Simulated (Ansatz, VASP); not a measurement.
**RbAgS2: VASP beside Ansatz**

Contents of INCAR:

```
ALGO = Normal
EDIFF = 1E-7
EDIFFG = -0.04
ENCUT = 600
GGA = PE
IBRION = 2
ISIF = 3
ISMEAR = 0
LASPH = True
LCHARG = False
LREAL = False
LWAVE = False
NELM = 100
NSW = 90
PREC = Accurate
SIGMA = 0.1
```

File KPOINTS:

```
k-points
0
Gamma
  6 6 4
```

The input POSCAR:

```
RbAgS2
1.0
    4.8114575300      0.0000000000      0.0000000000
   -2.4057287600      4.1668444500      0.0000000000
    0.0000000000      0.0000000000      6.2641452600
Rb Ag S
1 1 2
Direct
    0.0000000000      0.0000000000      0.0000000000
    0.0000000000      0.0000000000      0.5000000000
    0.3333333300      0.6666666700      0.0000000000
    0.6666666700      0.3333333300      0.0000000000
```

Input for Ansatz:

```yaml
crystal:
  lattice:
    - [4.81145753, 0.0, 0.0]
    - [-2.40572876, 4.16684445, 0.0]
    - [0.0, 0.0, 6.26414526]
  atoms:
    - { symbol: Rb, position: [0.0, 0.0, 0.0] }
    - { symbol: Ag, position: [0.0, 0.0, 0.5] }
    - { symbol: S, position: [0.33333333, 0.66666667, 0.0] }
    - { symbol: S, position: [0.66666667, 0.33333333, 0.0] }
basis:
  ecutwfc: 420
kpoints:
  mp_grid: { grid: [6, 6, 4] }
hamiltonian:
  xc: pbe
scf:
  occupations: { method: gaussian, width: 0.1 }
  lower_state_search: "off"
output:
  forces: true
  stress: true
  eigenvalues: true
relax:
  adjacent_minimum: "off"
  f_tol: 0.04
  max_steps: 70
  cell: { stress_tol: 0.4 }
```

Alike in both runs: task relaxation of cell and atoms; functional PBE; k mesh 6 × 6 × 4; occupations gaussian, width 0.1 eV; no spin polarisation.

```csv
,VASP,Ansatz
version,VASP 6.6.1,Ansatz 0.2.0
potentials or method,"VASP PAW PBE potentials, release 64 (Rb_sv, Ag, S)","scalar-relativistic, plane waves, PAW"
plane-wave cutoff (eV),600,420
valence electrons in the cell,32,40
```

Ansatz gave:

```
gap on the k mesh at the Fermi level, each at its own relaxed structure (eV) : none
relaxed volume (Å³/atom)                                                     : 40.20
relaxed cell length with the largest relative difference (Å)                 : 6.668
energy change over the relaxation (meV/atom)                                 : -146
```

Task: Which values does VASP return?

Result: gap on the k mesh at the Fermi level, each at its own relaxed structure (eV): none; relaxed volume (Å³/atom): 41.09; relaxed cell length with the largest relative difference (Å): 6.847; energy change over the relaxation (meV/atom): -149.

A gap of «none» marks a metal or a gap that the smearing closes. The two sets of potentials don't hold the same shells in valence.

Caveats: the volume moved by over 15 % at a fixed basis, so the end points are rough (VASP).
